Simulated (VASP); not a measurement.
The system is Si.

```
CELL_PARAMETERS angstrom
0.00000 2.71356 2.71356
2.71356 0.00000 2.71356
2.71356 2.71356 0.00000
ATOMIC_POSITIONS crystal
Si 0.75000 0.75000 0.75000
Si 0.50000 0.50000 0.50000
```

Base run:

| Property | Result |
| --- | --- |
| Program | VASP 6.6.1 |
| Functional | PBE |
| Potentials or basis | VASP PAW PBE potentials, release 64 (Si) |
| Cutoff | 350 eV |
| k mesh | 8 × 8 × 8 |
| Occupations | gaussian, width 0.02 eV |
| Spin | no spin polarisation |

Its results: band gap on the k mesh 0.61 eV, indirect (least direct gap 2.57 eV); pressure 2.1 GPa.

Question: The run is repeated on the same cell with these changes: cutoff from 350 eV to 520 eV; k mesh from 8 × 8 × 8 to 6 × 6 × 6. What comes out?

Answer: Band gap on the k mesh 0.70 eV, indirect (least direct gap 2.56 eV); pressure 2.2 GPa.

A k mesh can miss the band edges.

Not every run made on this cell is shown here.
